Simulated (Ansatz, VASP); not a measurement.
# Be (Beryllium): VASP beside Ansatz

Wanted: the spread between two codes on one cell, functional and k mesh. The cell is taken from a series of VASP runs on this material, whose earlier steps may have relaxed, scaled or displaced it; both programs get it as it stands.

Main program and level: Ansatz 0.2.0; plane waves, with VASP 6.6.1 beside it; zone-centre phonons at LDA and zone-centre phonons at PBEsol with D3(BJ).

## (1) Starting point

Symmetry: P6_3/mmc, No. 194, hexagonal system. The conventional cell has a = 2.228 Å, b = 2.228 Å, c = 3.523 Å, α = 90.00°, β = 90.00°, γ = 120.00°. Be has 12 Be at 2.18 to 2.23 Å nearest.

## (2) Ansatz: zone-centre phonons, LDA

Ansatz runs on its default PAW (the set named soft_2) files.

Second derivatives magnify differences that forces hide, and they need a tight electronic threshold.

Input file input.yaml:

```yaml
crystal:
  lattice:
    - [2.2275526839, 0.0, 0.0]
    - [-1.113776342, 1.9291172126, 0.0]
    - [0.0, 0.0, 3.5227364091]
  atoms:
    - { symbol: Be, position: [0.6666666667, 0.3333333333, 0.75] }
    - { symbol: Be, position: [0.3333333333, 0.6666666667, 0.25] }
hamiltonian:
  xc: lda
  pseudopotentials: { kind: paw }
kpoints:
  mp_grid: { grid: [22, 22, 12] }
scf:
  occupations: { method: methfessel_paxton, width: 0.15 }
phonons:
  method: dfpt
  qpoints: [[0, 0, 0]]
```

Command:

```bash
> ansatz run input.yaml --threads 4 --pin off --max-ram 9216MiB --backend cpu --events-out ev --progress --plain --runs-dir out
```

Numbers of over 12 decimals in the logs are rounded to 6 here.

Output:

```text
zone centre: on kpoints.mp_grid the ground state, and the responses unless they are solved on pairs of k-points, stand on 931 of the mesh's 5808 k-points, reduced under 4 symmetry operations, with k and −k counted as one. Each operation leaves every solved displacement unchanged or reverses it
Engine: ansatz 0.2.0, aarch64-unknown-linux-gnu
Pseudopotentials: kind: paw
Pseudopotential: Be, paw, valence charge 2, recommended cutoff 420 eV (normal), Be.paw.azcp
Functional definition: SPW92
  exchange = slater_x
  correlation = pw_c
Crystal: 2 atoms, lattice volume = 15.138 Å³
Basis set: ecut = 420 eV, 299 PW (Γ), exchange–correlation on 30×30×48 points (8 copies of the dense FFT grid, shifted against one another)
Bands: 6, of which v1, the nominal top of the filled ones, is band 2 counted from 1 (1 counted from 0)
Symmetry: 24 space group operations
k-points: 931 of 5808 (irreducible under 4 space group operations, time reversal used)
Non-local potential: Be, projectors of the file, l = 0: 2, l = 1: 2, l = 2: 1
PAW form: soft (Blöchl's): semilocal exchange-correlation on the pseudo side does not see the compensation charge
PAW frozen core: Be, regenerated for the run's functional, and the local potential with it (the file was generated under x = pbe(κ = 0.804, μ = 0.219515), c = pbe(β = 0.066725))
PAW one-centre angular grid: Be, 110 points (default); XC on 64 Gauss nodes
Initial density: superposition of atomic densities (neutral atoms: chi_scale 0, normalization atom), corrected by the library's trained network
Initial wavefunctions: pseudopotential atomic-orbital guess
Functional: x = slater, c = lda
SCF iter   1: F=—  HF=-176.470609 eV  |F-HF|=—  |Δ(HF+E_count)|=         —  Δρ=2.46e-3  dr2=5.21e-4  ethr=1.77e-3  ⟨swp⟩=5.3  Hψ=48201  notcnv=0
preconditioner: auto → none  [metal: Δε(μ)=0.033 eV  Ē_g=13.209 eV  σ=0.150 eV  W_gap=0.18  n_scr=2 (ndim 8)  ℏωp=19.1 eV  f_vac=0.000  D(μ)=0.11/eV (n_scr^D=0)  sad-step TF]
SCF iter   2: F=—  HF=-176.470395 eV  |F-HF|=—  |Δ(HF+E_count)|=   2.14e-4  S|Δr|=    0.00e0  Δρ=1.52e-3  dr2=2.03e-4  ethr=1.30e-5  ⟨swp⟩=1.3  Hψ=13301  notcnv=0
SCF iter   3: F=—  HF=-176.470309 eV  |F-HF|=—  |Δ(HF+E_count)|=   8.62e-5  S|Δr|=    0.00e0  Δρ=4.39e-5  dr2=5.55e-8  ethr=5.07e-6  ⟨swp⟩=1.0  Hψ=5584  notcnv=0
SCF iter   4: F=—  HF=-176.470308 eV  |F-HF|=—  |Δ(HF+E_count)|=   9.10e-7  S|Δr|=    0.00e0  Δρ=1.07e-5  dr2=1.09e-8  ethr=1.39e-9  ⟨swp⟩=2.1  Hψ=7456  notcnv=0
SCF iter   5: F=-176.470308 eV  HF=-176.470308 eV  |F-HF|=1.11e-12  |Δ(HF+E_count)|=   2.32e-9  S|Δr|=    0.00e0  Δρ=4.22e-7  dr2=8.94e-12  ethr=1.00e-12  ⟨swp⟩=4.0  Hψ=19656  notcnv=0
SCF 1 converged in 5 iterations: F = -176.470308 eV  dr2 = 8.94e-12
  greatest PAW one-centre occupation: 0.366 electrons in one spin orbital (limit 2), on the Be atom at site 1 (counted from 0), in its partial waves of l = 0
DFPT response loops at Γ: preconditioner auto → Kerker (q_TF=auto, 2.186 Å⁻¹) (partly filled bands, converged f_vac=0.000); β = 1.00, the filter's whole step (`scf.mixing.beta` (0.50) is not read by the response loops under this deck's `scf.mixing.preconditioner`; to damp them name `kerker` or `kerker_dos`, under which they read `scf.mixing.beta`, and type it under 1.00, their step now; both keys bind the ground state too); Broyden in place of MSR1
SCF converged after 5 iterations
Stability not checked: this state was not tested for a lower state beside it, because cold or Methfessel-Paxton smearing, or corrected tetrahedra, fill the levels in a way that the test cannot read (fill_not_monotonic; see scf.lower_state_search)
Free energy (F): -176.470308 eV
Harris-Foulkes:  -176.470308 eV  (|F-HF|=1.11e-12)
Internal energy: -176.470441 eV  (E = F + TS)
E sigma→0 (E₀):  -176.470341 eV
Entropy (-TS):   0.000133 eV (0.066 meV/atom)
Fermi energy:    8.512616 eV
--- Per-component energies (eV) ---
  E_band       = 12.811061
  E_kinetic    = 43.630854
  E_local      = 5.202001  (includes V_loc(G=0)·N_el)
  E_nonlocal   = 9.494869
  E_hartree    = 0.079567
  E_xc         = -39.857199
  E_vxc        = -42.444277  (∫ρ·V_xc dr)
  E_paw        = -110.367089  (= ΣΔE_a)
  E_vpaw       = -3.231519  (= ΣTr[D̂ρ^β])
  E_aug_tail   = -0.000001  (compensation charges beyond the density's cutoff)
  E_ewald      = -84.714016
  E_core_change = 0.060574  (= ΣΔE_core)
  E_smearing   = 0.000133  (= −TS)
  E_closure    = -0.000000  (closes the sum)
  Σ components = -176.470308   (vs F -176.470308, Δ=0.00e0)
--- Band table (eV; the first three rows and the last of 931) ---
  k-point 0: bands = ["-3.0984", "3.7010", "9.6438", "24.7026", "24.7026", "27.6012"]
  k-point 1: bands = ["-3.0387", "3.3586", "10.1293", "24.7578", "24.7578", "27.5795"]
  k-point 2: bands = ["-2.8593", "2.5594", "11.3566", "24.9208", "24.9208", "27.5052"]
  k-point 930: bands = ["4.3679", "4.3679", "11.9392", "11.9392", "16.3637", "16.3637"]
--- Phonons (Γ-DFPT): 2 representative perturbations + reference, on 931 of 5808 k-points (Σ response iterations 6) ---
  k mesh reduced under 4 symmetry operations, with k and −k counted as one. Each operation leaves every solved displacement unchanged or reverses it
  ASR residual: 1.008e-4 → 0.000e0 eV/Å²; symmetrization residual: 1.768e-11 eV/Å²
  ASR residual per site (eV/Å²): 1.01e-4 1.01e-4
  Γ frequencies (cm⁻¹): 0.00 0.00 0.00 485.00 485.00 707.85
  non-analytic LO–TO correction: not included (Born effective charges unavailable; polar crystals: no LO–TO splitting at Γ)
--- Phonons (arbitrary-q DFPT): 1 explicit q-point ---
  q = [0, 0, 0] (of the zone-centre solve; hermiticity 4.26e-12, symmetrization 1.84e-12): -0.00 -0.00 0.00 485.00 485.00 707.85
  sum rule: each row above includes the acoustic sum rule's correction from the zone centre's row sums; it moved no ω² by more than (1.74 cm⁻¹)²
```

Elapsed: 5.5 s, on 4 threads of Arm Neoverse V1, shared host; peak memory 0.53 GiB.

## (3) VASP: zone-centre phonons, LDA

The same cell, functional (in two slightly different forms), mesh and smearing now go to VASP, with its own data sets and cutoff.

Lines of VASP's logs that name or quote its potential files are left out, and so is its time.

Input file INCAR:

```
SYSTEM = Be
PREC = Accurate
ENCUT = 450
EDIFF = 1E-08
NELM = 100
ISMEAR = 1
SIGMA = 0.15
LREAL = .FALSE.
ALGO = Normal
GGA = CA
NBANDS = 8
LORBIT = 11
LWAVE = .FALSE.
LCHARG = .FALSE.
KPAR = 4
IBRION = 8
ISIF = 2
```

Input file POSCAR:

```
Be
1.0
    2.2275526839      0.0000000000      0.0000000000
   -1.1137763420      1.9291172126      0.0000000000
    0.0000000000      0.0000000000      3.5227364091
Be
2
Direct
    0.6666666667      0.3333333333      0.7500000000
    0.3333333333      0.6666666667      0.2500000000
```

Input file KPOINTS:

```
Automatic mesh
0
Gamma
22 22 12
0 0 0
```

The projector-augmented-wave data sets are Be (LDA family, release 64).

Command:

```bash
> mpirun -np 4 vasp_std
```

Output:

```text
[banner, memory and clock lines left out]
running    4 mpi-ranks, on    1 nodes
 distrk:  each k-point on    1 cores,    4 groups
 distr:  one band on    1 cores,    1 groups

 POSCAR found type information on POSCAR Be
 POSCAR found :  1 types and       2 ions
 LDA part: xc-table for (Slater(with rela. corr.)+CA(PZ))
 , standard interpolation
 POSCAR, INCAR and KPOINTS ok, starting setup
 FFT: planning ... GRIDC
 FFT: planning ... GRID_SOFT
 FFT: planning ... GRID
 WAVECAR not read
 entering main loop
       N       E                     dE             d eps       ncg     rms          rms(c)
DAV:   1    -0.558150775901E+01   -0.55815E+01   -0.16980E+03  6056   0.366E+02
DAV:   2    -0.846871221658E+01   -0.28872E+01   -0.28076E+01  9032   0.348E+01
DAV:   3    -0.847691695265E+01   -0.82047E-02   -0.82039E-02  6064   0.195E+00
DAV:   4    -0.847691808530E+01   -0.11327E-05   -0.11329E-05  8216   0.264E-02
DAV:   5    -0.847691808511E+01    0.18723E-09   -0.63673E-10  6080   0.120E-04    0.127E+00
DAV:   6    -0.843808019649E+01    0.38838E-01   -0.27253E-03  7384   0.375E-01    0.769E-01
DAV:   7    -0.842025211328E+01    0.17828E-01   -0.44911E-03  7904   0.469E-01    0.199E-02
DAV:   8    -0.842024313758E+01    0.89757E-05   -0.74978E-06  6232   0.262E-02    0.529E-03
DAV:   9    -0.842024213172E+01    0.10059E-05   -0.54945E-07  7760   0.617E-03    0.487E-04
DAV:  10    -0.842024212010E+01    0.11623E-07   -0.18513E-09  5328   0.374E-04    0.110E-04
DAV:  11    -0.842024211894E+01    0.11544E-08   -0.25590E-10  3024   0.130E-04
   1 F= -.84202421E+01 E0= -.84202858E+01  d E =0.131105E-03
 Linear response reoptimize wavefunctions to high precision
DAV:   1    -0.842024211887E+01    0.69392E-10   -0.36755E-12  3816   0.185E-05
 Linear response DOF=           2
 Linear response progress:
  Degree of freedom:   1/  2
       N       E                     dE             d eps       ncg     rms          rms(c)
RMM:   1    -0.727132319809E-02   -0.72713E-02   -0.28688E-03 56684   0.286E-01
RMM:   2    -0.722612181676E-02    0.45201E-04   -0.24151E-05 42282   0.243E-02    0.258E-02
RMM:   3    -0.723530608408E-02   -0.91843E-05   -0.75427E-07 42527   0.606E-03    0.154E-02
RMM:   5    -0.726996189559E-02    0.39041E-07   -0.70354E-10 43419   0.224E-04    0.123E-04
RMM:   6    -0.726991034021E-02    0.51555E-07    0.13031E-10 43746   0.877E-05    0.543E-06
RMM:   7    -0.726991131459E-02   -0.97438E-09    0.18549E-10 41386   0.331E-06    0.165E-06
 first order change of Fermi-energy   0.26457E-05
 force on displaced ion       1 direction 1 :  -3.901  -0.000   0.000
 Linear response progress:
  Degree of freedom:   2/  2
       N       E                     dE             d eps       ncg     rms          rms(c)
RMM:   1    -0.184877175247E-01   -0.18488E-01    0.26631E-02 20432   0.676E-01
RMM:   2    -0.169250399019E-01    0.15627E-02   -0.51234E-03 13601   0.675E-02    0.115E-01
RMM:   3    -0.158333312906E-01    0.10917E-02   -0.12214E-03 13506   0.930E-02    0.427E-02
RMM:   4    -0.159099028328E-01   -0.76572E-04   -0.42989E-04 13726   0.531E-02    0.405E-03
RMM:   5    -0.158786504149E-01    0.31252E-04    0.15419E-05 14332   0.301E-03    0.699E-04
RMM:   6    -0.158807037595E-01   -0.20533E-05    0.25651E-06 14132   0.506E-04    0.878E-05
RMM:   7    -0.158808162246E-01   -0.11247E-06    0.27327E-07 14703   0.327E-05    0.132E-05
RMM:   8    -0.158808282976E-01   -0.12073E-07    0.21302E-08 13600   0.532E-06    0.924E-07
RMM:   9    -0.158808299379E-01   -0.16403E-08    0.27201E-09 10833   0.594E-07    0.322E-07
 first order change of Fermi-energy   0.21333E-04
 force on displaced ion       1 direction 3 :  -0.000  -0.000  -8.379
 Linear response finished
```

Parts of OUTCAR (step 3):

```text
ion  position               nearest neighbor table
   1  0.667  0.333  0.750-   2 2.18   2 2.18   2 2.18   2 2.18   2 2.18   2 2.18
   2  0.333  0.667  0.250-   1 2.18   1 2.18   1 2.18   1 2.18   1 2.18   1 2.18

  LATTYP: Found a hexagonal cell.
 ALAT       =     2.2275526839
 C/A-ratio  =     1.5814379766

 Subroutine GETGRP returns: Found 24 space group operations
 (whereof 12 operations were pure point group operations)

The static configuration has the point symmetry D_3d.
 The point group associated with its full space group is D_6h.

 Found    364 irreducible k-points:

   k-points           NKPTS =    364   k-points in BZ     NKDIM =    364   number of bands    NBANDS=      8

   dimension x,y,z NGX =    16 NGY =   16 NGZ =   24
   dimension x,y,z NGXF=    32 NGYF=   32 NGZF=   48

   ENCUT  =  450.0 eV  33.07 Ry    5.75 a.u.   3.85  3.85  6.09*2*pi/ulx,y,z

   NELECT =       4.0000    total number of electrons

 k-points in reciprocal lattice and weights: Automatic mesh
   0.00000000  0.00000000  0.00000000       0.000
   0.04545455 -0.00000000  0.00000000       0.001
   0.09090909 -0.00000000  0.00000000       0.001
   0.13636364 -0.00000000  0.00000000       0.001
   0.18181818  0.00000000  0.00000000       0.001
   0.22727273 -0.00000000  0.00000000       0.001
   0.27272727 -0.00000000  0.00000000       0.001
   0.31818182  0.00000000  0.00000000       0.001
   0.36363636 -0.00000000  0.00000000       0.001
[...]
0.36363636  0.27272727  0.50000000       0.001
   0.31818182  0.31818182  0.50000000       0.001

 average (electrostatic) potential at core
       1 -29.8463       2 -29.8463

  Total        0.0002111      0.0002111      0.0000681     -0.0000000      0.0000000      0.0000000
  in kB        0.0223466      0.0223466      0.0072100     -0.0000000      0.0000000      0.0000000
  external PRESSURE =       0.0173010 kB  Pullay stress =       0.0000000 kB

  energy-cutoff  :      450.00
  volume of cell :       15.14
      direct lattice vectors                 reciprocal lattice vectors
     2.227552684  0.000000000  0.000000000     0.448923165  0.259185910  0.000000000
    -1.113776342  1.929117213  0.000000000     0.000000000  0.518371820  0.000000000
     0.000000000  0.000000000  3.522736409     0.000000000  0.000000000  0.283870232

 POSITION                                       TOTAL-FORCE (eV/Angst)
 -----------------------------------------------------------------------------------
      1.11378      0.64304      2.64205        -0.000000      0.000000      0.000000
     -0.00000      1.28608      0.88068         0.000000     -0.000000      0.000000
 -----------------------------------------------------------------------------------
    total drift:                                0.000000     -0.000000      0.000000

 Eigenvectors and eigenvalues of the dynamical matrix
 ----------------------------------------------------

   1 f  =   21.316848 THz   133.937704 2PiTHz  711.053499 cm-1    88.159358 meV
             X         Y         Z           dx          dy          dz
      1.113776  0.643039  2.642052     0.000000    0.000000   -0.707107
     -0.000000  1.286078  0.880684     0.000000    0.000000    0.707107

   2 f  =   14.544292 THz    91.384484 2PiTHz  485.145370 cm-1    60.150333 meV
             X         Y         Z           dx          dy          dz
      1.113776  0.643039  2.642052    -0.206178    0.676380    0.000000
     -0.000000  1.286078  0.880684     0.206178   -0.676380    0.000000

   3 f  =   14.544292 THz    91.384484 2PiTHz  485.145370 cm-1    60.150333 meV
             X         Y         Z           dx          dy          dz
      1.113776  0.643039  2.642052    -0.676380   -0.206178   -0.000000
     -0.000000  1.286078  0.880684     0.676380    0.206178    0.000000

   4 f  =    0.000000 THz     0.000001 2PiTHz    0.000007 cm-1     0.000001 meV
             X         Y         Z           dx          dy          dz
      1.113776  0.643039  2.642052     0.178718   -0.684149   -0.000000
     -0.000000  1.286078  0.880684     0.178718   -0.684149    0.000000

   5 f  =    0.000000 THz     0.000001 2PiTHz    0.000004 cm-1     0.000001 meV
             X         Y         Z           dx          dy          dz
      1.113776  0.643039  2.642052    -0.684149   -0.178718   -0.000000
     -0.000000  1.286078  0.880684    -0.684149   -0.178718    0.000000

   6 f  =    0.000000 THz     0.000000 2PiTHz    0.000000 cm-1     0.000000 meV
             X         Y         Z           dx          dy          dz
      1.113776  0.643039  2.642052     0.000000   -0.000000    0.707107
     -0.000000  1.286078  0.880684     0.000000    0.000000    0.707107

 ELASTIC MODULI CONTR FROM IONIC RELAXATION (kBar)
 Direction    XX          YY          ZZ          XY          YZ          ZX
 --------------------------------------------------------------------------------
 XX        -145.5425    145.5425     -0.0000      0.0000      0.0000      0.0000
 YY         145.5425   -145.5425      0.0000      0.0000     -0.0000     -0.0000
 ZZ          -0.0000      0.0000     -0.0000      0.0000      0.0000      0.0000
 XY           0.0000      0.0000      0.0000   -145.5425      0.0000      0.0000
 YZ           0.0000     -0.0000      0.0000      0.0000     -0.0000     -0.0000
 ZX           0.0000     -0.0000      0.0000      0.0000     -0.0000     -0.0000
 --------------------------------------------------------------------------------
```

## (4) Differences

Known differences besides the potentials themselves: the two LDA forms differ slightly; the cutoff is 420 eV in Ansatz and 450 eV in VASP; VASP's log shows a relativistic correction to its local exchange, Ansatz's none. Total energies have different zeros and are not compared.

Compared:

| quantity | Ansatz | VASP | difference |
| --- | --- | --- | --- |
| optical mode 1 to 2 (cm⁻¹) | 485.0 | 485.1 | -0.03 % |
| optical mode 3 (cm⁻¹) | 707.9 | 711.1 | -0.45 % |

Modes are paired by rising frequency and degeneracy, not by their patterns, so a pair may still set unlike modes beside each other.

(Continued in part 2 of 2.)

[Lines on the potential files, build, host, timing and source positions are cut from VASP's logs without a mark.]

[Logs are printed without paths, hosts, clocks, repeated set-up lines and the standing remarks that a program may print on its own settings, such as how far it seeks lower states.]

[Hosts, paths, dates, database ids (printed as entryN), source tags and the programs' standing remarks are cut or masked in the printed files.]
